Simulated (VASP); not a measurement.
Consider the following.

```
CELL_PARAMETERS angstrom
      1.47772    -2.55949     0.00000
      1.47772     2.55949     0.00000
      0.00000     0.00000     5.46958
ATOMIC_POSITIONS crystal
  Cd 0.33333 0.66667 0.25000
  Cd 0.68132 0.31868 0.75000
```

Level of theory: PBEsol GGA, VASP's PBE PAW potentials (set 64) (plane waves; VASP). Numerical set-up: 480 eV cut-off, 14×14×6 Γ-centred mesh, first-order Methfessel-Paxton smearing of 0.10 eV, potentials Cd.

Give the stress tensor in GPa (positive for a compressed cell).

```
1.41  0.00  0.00
0.00  1.76  0.00
0.00  0.00  0.29
```
The pressure is its mean diagonal, 1.16 GPa.

The compound is Cd in the hcp structure. This cell was strained or had an atom moved on purpose.
